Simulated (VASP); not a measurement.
# PPt (P6_3mc) in VASP: equation of state

Aim: energy against volume of PPt in PBE, for its equilibrium volume and stiffness.

Everything below comes from runs of VASP 6.6.1. Logs are shortened: lines on timing, memory, paths and dates and some standing lists are left out, and cuts for length are marked.

### 1 The structure

The structure is hexagonal, space group P6_3mc (No. 186). Conventional cell: a = 3.743 Å, b = 3.743 Å, c = 6.354 Å, α = 90.00°, β = 90.00°, γ = 120.00°. Around Pt (site symmetry 3m) lie 4 P at 2.32 to 2.34 Å. P (site symmetry 3m) is surrounded by 4 Pt at 2.32 to 2.34 Å.

The cell comes from a database or a generator and needn't be the stable form of this composition.

### 2 Equation of state, PBE, 18.12 Å³/atom (volume scaled by 0.94)

The input, INCAR:

```
PREC = Accurate
ENCUT = 520
EDIFF = 1E-7
ISMEAR = -1
SIGMA = 0.05
LREAL = False
LASPH = True
NELM = 60
ALGO = Normal
ISIF = 2
LWAVE = False
LCHARG = False
GGA = PE
NBANDS = 23
```

The input, KPOINTS:

```
regular mesh
0
Gamma
  8 8 4
```

The input, POSCAR:

```
PPt
1.0
    3.6666180912      0.0000000000      0.0000000000
   -1.8333090456      3.1753844129      0.0000000000
    0.0000000000      0.0000000000      6.2240383811
Pt P
2 2
Direct
    0.3333333333      0.6666666667      0.3718990000
    0.6666666667      0.3333333333      0.8718990000
    0.3333333333      0.6666666667      0.0031030000
    0.6666666667      0.3333333333      0.5031030000
```

Potentials or basis: VASP PAW PBE potentials, release 64 (Pt, P).

Started as:

```sh
$ cat potpaw_PBE.64/Pt/POTCAR potpaw_PBE.64/P/POTCAR > POTCAR
$ mpirun -np 1 vasp_std > vasp.out
```

OUTCAR:

```text
PREC = Accurate
   ENCUT = 520
   EDIFF = 1E-7
   ISMEAR = -1
   LREAL = False
   LASPH = True
   NELM = 60
   ISIF = 2
   GGA = PE

 Found     30 irreducible k-points:

 Following reciprocal coordinates:
            Coordinates               Weight
  0.000000  0.000000  0.000000      1.000000
  0.125000 -0.000000  0.000000      6.000000
  0.250000 -0.000000  0.000000      6.000000
  0.375000  0.000000  0.000000      6.000000
  0.500000 -0.000000  0.000000      3.000000
  0.125000  0.125000  0.000000      6.000000
   k-points           NKPTS =     30   k-points in BZ     NKDIM =     30   number of bands    NBANDS=     23
   number of dos      NEDOS =    301   number of ions     NIONS =      4
   total plane-waves  NPLWV =  37632
   dimension x,y,z NGX =    28 NGY =   28 NGZ =   48
   dimension x,y,z NGXF=    56 NGYF=   56 NGZF=   96
   ions per type =               2   2
   NGX,Y,Z   is equivalent  to a cutoff of  12.70, 12.70, 12.82 a.u.
   NGXF,Y,Z  is equivalent  to a cutoff of  25.39, 25.39, 25.64 a.u.
 SYSTEM =  unknown system
   PREC   = accura    normal or accurate (medium, high low for compatibility)
   ISTART =      0    job   : 0-new  1-cont  2-samecut
   ICHARG =      2    charge: 1-file 2-atom 10-const
   ISPIN  =      1    spin polarized calculation?
   LNONCOLLINEAR =      F non collinear calculations
   LSORBIT =      F    spin-orbit coupling
   LASPH  =      T    aspherical Exc in radial PAW
   ENCUT  =  520.0 eV  38.22 Ry    6.18 a.u.   6.82  6.82 11.57*2*pi/ulx,y,z
   NELM   =     60;   NELMIN=  2; NELMDL= -5     # of ELM steps
   EDIFF  = 0.1E-06   stopping-criterion for ELM
   LREAL  =      F    real-space projection
   EDIFFG = 0.1E-05   stopping-criterion for IOM
   NSW    =      0    number of steps for IOM
   IBRION =     -1    ionic relax: 0-MD 1-quasi-New 2-CG
   NFREE  =      0    steps in history (QN), initial steepest desc. (CG)
   ISIF   =      2    stress and relaxation
   ISYM   =      2    0-nonsym 1-usesym 2-fastsym
   POTIM  = 0.5000    time-step for ionic-motion
   TEBEG  =    0.0;   TEEND  =   0.0 temperature during run
   PSTRESS=    0.0 pullay stress
   NELECT =      30.0000    total number of electrons
   NUPDOWN=      -1.0000    fix difference up-down
   EMIN   =  10.00;   EMAX   =-10.00  energy-range for DOS
   EFERMI =   0.00;   METHOD = LEGACY
   ISMEAR =    -1;   SIGMA  =   0.05  broadening in eV -4-tet -1-fermi 0-gaus
   EFERMI_NEDOS =   21; number of points for ismear=-14 and -15
   IALGO  =     38    algorithm
   IMIX   =      4    mixing-type and parameters
     AMIX     =   0.40;   BMIX     =  1.00
     AMIX_MAG =   1.60;   BMIX_MAG =  1.00
  volume/ion in A,a.u.               =      18.12       122.26
  Fermi-wavevector in a.u.,A,eV,Ry     =   1.220124  2.305699 20.255015  1.488702
  Thomas-Fermi vector in A             =   2.355352
   LORBIT       =      0    0 simple, 1 ext, 2 COOP (PROOUT), +10 PAW based schemes
   GGA     = PE    functional components
   LHFCALC =     F    Hartree Fock is set to
   AEXX    =    0.0000 exact exchange contribution
   IVDW    =     0    specifies the selected vdW correction
   LEPSILON=     F    determine dielectric tensor
   LRPA    =     F    only Hartree local field effects (RPA)
 non-spin polarized calculation
  energy-cutoff  :      520.00
  volume of cell :       72.47
 maximum number of plane-waves:      1964
 NGX is ok and might be reduce to    28
   NGX = 13   NGY = 13   NGZ = 23

 number of electron      29.9999998 magnetization

 Free energy of the ion-electron system (eV)
  ---------------------------------------------------
  ext. energy  EPLUGINS =         0.00000000
  ---------------------------------------------------
  free energy    TOTEN  =       -24.17738325 eV

  energy without entropy =      -24.16346332  energy(sigma->0) =      -24.17042329

 E-fermi :   7.9400     XC(G=0): -11.0302

 val. band max:        7.8924422990   @ k =   0.3750   0.0000   0.2500
 cond. band min:       7.9497844776   @ k =   0.3750   0.2500   0.2500
 fundamental gap:      0.0573421786
 Fermi energy:         7.9400233890

 k-point     1 :       0.0000    0.0000    0.0000
  band No.  band energies     occupation
      1      -5.5109      2.00000
      2      -4.0809      2.00000
      3       1.4875      2.00000
      4       1.5025      2.00000
      5       1.6417      2.00000
      6       1.6417      2.00000
[... 15 lines left out ...]
     22      15.2292      0.00000
     23      15.2292      0.00000

 k-point     2 :       0.1250   -0.0000    0.0000
  band No.  band energies     occupation
      1      -5.3375      2.00000
      2      -3.9731      2.00000
      3       1.4642      2.00000
      4       1.5752      2.00000
      5       1.6309      2.00000
      6       1.7260      2.00000
[... 15 lines left out ...]
     22      15.2722      0.00000
     23      15.4314      0.00000

 k-point     3 :       0.2500   -0.0000    0.0000
  band No.  band energies     occupation
      1      -4.8735      2.00000
      2      -3.7229      2.00000
      3       1.1845      2.00000
      4       1.6203      2.00000
      5       1.8901      2.00000
      6       1.9353      2.00000
[... 15 lines left out ...]
     22      15.1488      0.00000
     23      15.8941      0.00000

 k-point     4 :       0.3750    0.0000    0.0000
  band No.  band energies     occupation
      1      -4.3093      2.00000
      2      -3.5132      2.00000
      3       1.0206      2.00000
      4       1.4228      2.00000
      5       1.9793      2.00000
      6       2.2407      2.00000
[... 15 lines left out ...]
     22      15.6164      0.00000
     23      16.2263      0.00000

 k-point     5 :       0.5000   -0.0000    0.0000
  band No.  band energies     occupation
      1      -4.0148      2.00000
      2      -3.4653      2.00000
      3       1.1278      2.00000
      4       1.1547      2.00000
      5       1.9940      2.00000
      6       2.2543      2.00000
[... 15 lines left out ...]
     22      16.3234      0.00000
     23      16.3281      0.00000

 k-point     6 :       0.1250    0.1250    0.0000
  band No.  band energies     occupation
      1      -5.0174      2.00000
      2      -3.7941      2.00000
      3       1.3670      2.00000
      4       1.5978      2.00000
      5       1.7426      2.00000
      6       1.7875      2.00000
[... 15 lines left out ...]
     22      14.9277      0.00000
     23      15.9426      0.00000

 [... further k-points ...]

------------------------ aborting loop because EDIFF is reached ----------------------------------------

  FORCE on cell =-STRESS in cart. coord.  units (eV):
  Direction    XX          YY          ZZ          XY          YZ          ZX
  --------------------------------------------------------------------------------------
  -------------------------------------------------------------------------------------
  Total        4.2450659      4.2450659      4.5917123      0.0000000     -0.0000000      0.0000000
  in kB       93.8557251     93.8557251    101.5198593      0.0000000     -0.0000000      0.0000000
  external PRESSURE =      96.4104365 kB  Pullay stress =       0.0000000 kB

 VOLUME and BASIS-vectors are now :
 -----------------------------------------------------------------------------
  energy-cutoff  :      520.00
  volume of cell :       72.47
      direct lattice vectors                 reciprocal lattice vectors
     3.666618091  0.000000000  0.000000000     0.272730886  0.157461250  0.000000000
    -1.833309046  3.175384413  0.000000000     0.000000000  0.314922501  0.000000000
     0.000000000  0.000000000  6.224038381     0.000000000  0.000000000  0.160667390

 POSITION                                       TOTAL-FORCE (eV/Angst)
 -----------------------------------------------------------------------------------
     -0.00000      2.11692      2.31471         0.000000      0.000000     -0.260455
      1.83331      1.05846      5.42673        -0.000000      0.000000     -0.260455
     -0.00000      2.11692      0.01931         0.000000     -0.000000      0.260455
      1.83331      1.05846      3.13133        -0.000000      0.000000      0.260455
 -----------------------------------------------------------------------------------
    total drift:                               -0.000000     -0.000000     -0.001001

  FREE ENERGIE OF THE ION-ELECTRON SYSTEM (eV)
  ---------------------------------------------------
  free  energy   TOTEN  =       -24.1773832530 eV

  energy  without entropy=      -24.1634633196  energy(sigma->0) =      -24.17042329
```

Wall time 24 s (1 thread of Intel Xeon 6975P-C (Granite Rapids), shared host); peak memory 0.2 GiB.

Results:

- Free energy: -24.1774 eV
- Pressure: 9.6 GPa
- Largest force: 0.260 eV/Å
- Band gap on the k mesh: none (metal or under the smearing width)

### 3 Equation of state, PBE, 18.50 Å³/atom (volume scaled by 0.96)

The input, INCAR:

```
  PREC = Accurate
  ENCUT = 520
  EDIFF = 1E-7
  ISMEAR = -1
  SIGMA = 0.05
  LREAL = F
  LASPH = T
  NELM = 80
  ALGO = Normal
  ISIF = 2
  LWAVE = F
  LCHARG = F
  GGA = PE
  NBANDS = 23
```

KPOINTS is that of step 2.

The input, POSCAR:

```
PPt
1.0
    3.6924401961      0.0000000000      0.0000000000
   -1.8462200981      3.1977470118      0.0000000000
    0.0000000000      0.0000000000      6.2678710815
Pt P
2 2
Direct
    0.3333333333      0.6666666667      0.3718990000
    0.6666666667      0.3333333333      0.8718990000
    0.3333333333      0.6666666667      0.0031030000
    0.6666666667      0.3333333333      0.5031030000
```

Potentials or basis: VASP PAW PBE potentials, release 64 (Pt, P).

Started as:

```sh
$ cat potpaw_PBE.64/Pt/POTCAR potpaw_PBE.64/P/POTCAR > POTCAR
$ mpirun -np 1 vasp_std > vasp.out
```

Run time: 25 s. Hardware: 1 thread of Intel Xeon 6975P-C (Granite Rapids), shared host; peak memory 0.2 GiB.

Results (log left out):

```
Free energy            : -24.2529 eV
Pressure               : 6.0 GPa
Largest force          : 0.215 eV/Å
Band gap on the k mesh : none (metal or under the smearing width)
```

[end of part 1 of 2]
